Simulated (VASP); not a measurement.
Calculation: PBE GGA, VASP's PBE PAW potentials (set 64) (plane waves; VASP 6.6.1).

VASP ran on this input.

### KPOINTS
```
Automatic mesh
0
Gamma
9 9 3
0 0 0
```

### POSCAR
```
SiC
1
    1.5470326511    -2.6795392372    -0.0000000000
    1.5470326511     2.6795392372     0.0000000000
    0.0000000000    -0.0000000000    10.1279726426
Si C
4 4
Direct
  0.0000000000   0.0000000000   0.0003203255
  0.0000000000   0.0000000000   0.5003203255
  0.6666670000   0.3333330000   0.7502777385
  0.3333330000   0.6666670000   0.2502777385
  0.0000000000   0.0000000000   0.8128573556
  0.0000000000   0.0000000000   0.3128573556
  0.6666670000   0.3333330000   0.5621745804
  0.3333330000   0.6666670000   0.0621745804
```

INCAR:
```
LREAL  =  F   # projection in real space or not
GGA  =  PE
NELM  =  100   # most electronic steps
LCHARG  =  T
EDIFF  =  1E-7
NEDOS  =  601
LASPH  =  T   # aspherical one-centre terms
ALGO  =  Normal
ISIF  =  2   # forces and stress, cell fixed
ENCUT  =  520   # plane-wave cut-off (eV)
SYSTEM  =  SiC
LWAVE  =  F
LORBIT  =  11
ISMEAR  =  -5   # tetrahedra, Bloechl
PREC  =  Accurate
```

POTCAR, in this order: Si C (PBE.64 set). Program: vasp_std.

What will the output report for the number of irreducible k-points (NKPTS), number of bands (NBANDS), largest plane-wave count, number of space-group operations, FFT grid (NGX, NGY, NGZ)?

The number of irreducible k-points (NKPTS) is 24 and the number of bands (NBANDS) is 21. The largest plane-wave count comes out as 2272. The number of space-group operations comes out as 12 and the FFT grid (NGX, NGY, NGZ) is 24 × 24 × 80.

The compound is SiC in the 4h structure. It was relaxed first.
